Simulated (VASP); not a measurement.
```
CaO
1.0
    0.00000     2.45310     2.45310
    2.45310     0.00000     2.45310
    2.45310     2.45310     0.00000
Ca O
1 1
Direct
  0.00000   0.00000   0.00000
  0.50000   0.50000   0.50000
```

These are r2SCAN meta-GGA, VASP's PBE PAW potentials (set 64) (plane waves; VASP) values and carry that method's errors. Run with 600 eV cut-off, 10×10×10 Γ-centred mesh, Gaussian smearing of 0.050 eV, potentials Ca_sv O.

Q: Give the stress tensor in GPa (positive for a compressed cell).

A: 
```
-6.22   0.00   0.00
 0.00  -6.22   0.00
 0.00   0.00  -6.22
```
The pressure is its mean diagonal, -6.22 GPa.

The compound is CaO in the rock salt structure. This cell was strained or had an atom moved on purpose.
